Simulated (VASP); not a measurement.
Input for VASP

### KPOINTS
```
Automatic mesh
0
Gamma
16 16 16
0 0 0
```

### INCAR
```
ALGO=Normal
EDIFF=1E-7
EDIFFG=-0.01
ENCUT=520
IBRION=2
ISIF=4
ISMEAR=1
LASPH=.TRUE.
LCHARG=.FALSE.
LMAXMIX=4
LREAL=.FALSE.
LWAVE=.FALSE.
NELM=100
NSW=30
PREC=Accurate
SIGMA=0.1
SYSTEM=In
```

**POSCAR**
```
In
1
   -1.5636670255     1.5636670255     2.3611783983
    1.5636670255    -1.5636670255     2.3611783983
    1.5636670255     1.5636670255    -2.3611783983
In
1
Direct
  0.0000000000   0.0000000000   0.0000000000
```

POTCAR, in this order: In_d (LDA.64 set). Program: vasp_std.

Question: Translate this LDA calculation to Quantum ESPRESSO's pw.x.

Answer: One equivalent input (not run):
```
&CONTROL
  calculation = 'vc-relax'
  pseudo_dir = './pseudo'
  outdir = './out'
  tprnfor = .true.
  tstress = .true.
  nstep = 30
  forc_conv_thr = 0.00039
/
&SYSTEM
  ibrav = 0
  nat = 1
  ntyp = 1
  ecutwfc = 70
  occupations = 'smearing'
  smearing = 'methfessel-paxton'
  degauss = 0.00735
  input_dft = 'pz'
/
&ELECTRONS
  conv_thr = 7.3e-09
  electron_maxstep = 100
/
&IONS
/
&CELL
  cell_dofree = 'shape'
/
ATOMIC_SPECIES
  In 114.818 In.upf
CELL_PARAMETERS angstrom
    -1.5636670    1.5636670    2.3611784
     1.5636670   -1.5636670    2.3611784
     1.5636670    1.5636670   -2.3611784
ATOMIC_POSITIONS crystal
  In   0.0000000  0.0000000  0.0000000
K_POINTS automatic
  16 16 16 0 0 0
```
Limits of the translation: the potentials are each code's own (VASP's PAW set, PseudoDojo norm-conserving files in pw.x), so ENCUT and ecutwfc are chosen apart and not converted; conv_thr bounds pw.x's estimated SCF error, while EDIFF bounds the energy change between steps; forc_conv_thr acts on force components and is met together with etot_conv_thr.

The compound is In in the bct structure. This cell is one point of a volume scan, at 0.94 of the reference volume. Symmetry was kept, so distortions that lower it aren't found.
